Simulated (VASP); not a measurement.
Given:

```yaml
crystal:
  lattice:
    - [0.00000, 1.97051, 1.97051]
    - [1.97051, 0.00000, 1.97051]
    - [1.97051, 1.97051, 0.00000]
  atoms:
    - { symbol: Ir, position: [0.00000, 0.00000, 0.00000] }
```

All values below come from PBE GGA, VASP's PBE PAW potentials (set 64) (plane waves; VASP 6.6.1). Run with 300 eV cut-off, 12×12×12 Γ-centred mesh, Fermi-Dirac smearing of 0.050 eV, potentials Ir.

At this cut-off the stress carries a Pulay error, which pulls relaxed volumes low.

Task: Give the stress tensor in GPa (positive for a compressed cell).

Result: 
```
-17.23    0.00    0.00
  0.00  -17.23    0.00
  0.00    0.00  -17.23
```
The pressure is its mean diagonal, -17.23 GPa.

The structure comes from a computed database's Ir entry; how it stands against other phases isn't given here. The cell was not relaxed at this level.
